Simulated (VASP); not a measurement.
Consider the following.

```yaml
crystal:
  lattice:
    - [2.98250, 0.00000, 0.00000]
    - [0.00000, 2.98250, 0.00000]
    - [0.00000, 0.00000, 2.98250]
  atoms:
    - { symbol: Al, position: [0.00000, 0.00000, 0.00000] }
    - { symbol: Ru, position: [0.50000, 0.50000, 0.50000] }
```

The numbers are results of PBE GGA, VASP's PBE PAW potentials (set 64) (plane waves; VASP 6.6.1), not measurements. Settings: 300 eV cut-off, 11×11×11 Γ-centred mesh, Gaussian smearing of 0.050 eV, potentials Al Ru_pv.

### Question
Give the energies of bands 4 to 11 at the high-symmetry points, in eV from the Fermi level.

### Answer

```
band      Γ      X      M      R
----  -----  -----  -----  -----
4     -9.74  -5.89  -6.10  -4.69
5     -3.62  -5.51  -3.10  -4.69
6     -3.62  -2.81  -1.38  -4.69
7      0.18  -1.63  -1.38   1.65
8      0.18  -1.63  -1.19   1.65
9      0.18   0.44  -1.19   2.63
10     6.12   2.32   1.56   4.16
11     6.12   7.45   5.37   4.16
```

It has no gap at this level: it comes out as a metal or semimetal.

The structure comes from a computed database's AlRu entry; how it stands against other phases isn't given here. The cell was not relaxed at this level. The electron count is odd and the run is not spin-polarised, which forces a metal.
